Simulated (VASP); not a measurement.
An input for Quantum ESPRESSO's pw.x (written as the equivalent of a VASP run, and not itself run):

```
&CONTROL
  calculation = 'scf'
  pseudo_dir = './pseudo'
  outdir = './out'
  tprnfor = .true.
  tstress = .true.
/
&SYSTEM
  ibrav = 0
  nat = 2
  ntyp = 2
  ecutwfc = 84
  occupations = 'smearing'
  smearing = 'methfessel-paxton'
  degauss = 0.00735
  input_dft = 'pz'
/
&ELECTRONS
  conv_thr = 7.3e-09
  electron_maxstep = 100
/
ATOMIC_SPECIES
  V 50.941 V.upf
  N 14.007 N.upf
CELL_PARAMETERS angstrom
     0.0000000    2.0032037    2.0032037
     2.0032037    0.0000000    2.0032037
     2.0032037    2.0032037    0.0000000
ATOMIC_POSITIONS crystal
  V    0.0000000  0.0000000  0.0000000
  N    0.5000000  0.5000000  0.5000000
K_POINTS automatic
  15 15 15 0 0 0
```

### Question
Translate this input to VASP (INCAR, KPOINTS, POSCAR, choice of POTCAR).

### Answer
One answer among several that fit: 
**INCAR**
```
SYSTEM = VN
PREC = Accurate; ENCUT = 520; LREAL = .FALSE.
LASPH = .TRUE.
EDIFF = 1E-7; NELM = 100; ALGO = Normal
LMAXMIX = 4
ISMEAR = 1; SIGMA = 0.1
ISIF = 2
LWAVE = .FALSE.; LCHARG = .FALSE.
```

POSCAR:
```
VN
1
    0.0000000000     2.0032036991     2.0032036991
    2.0032036991     0.0000000000     2.0032036991
    2.0032036991     2.0032036991     0.0000000000
V N
1 1
Direct
  0.0000000000   0.0000000000   0.0000000000
  0.5000000000   0.5000000000   0.5000000000
```

File KPOINTS:
```
K-points
0
Gamma
15 15 15
0 0 0
```

POTCAR, in this order: V_sv N (LDA.64 set). Program: vasp_std.

Limits of the translation: the potentials are each code's own (VASP's PAW set, PseudoDojo norm-conserving files in pw.x), so ENCUT and ecutwfc are chosen apart and not converted; conv_thr bounds pw.x's estimated SCF error, while EDIFF bounds the energy change between steps.

The compound is VN in the rock salt structure, which distorts at low temperature. This cell is one point of a volume scan, at 0.97 of the reference volume.
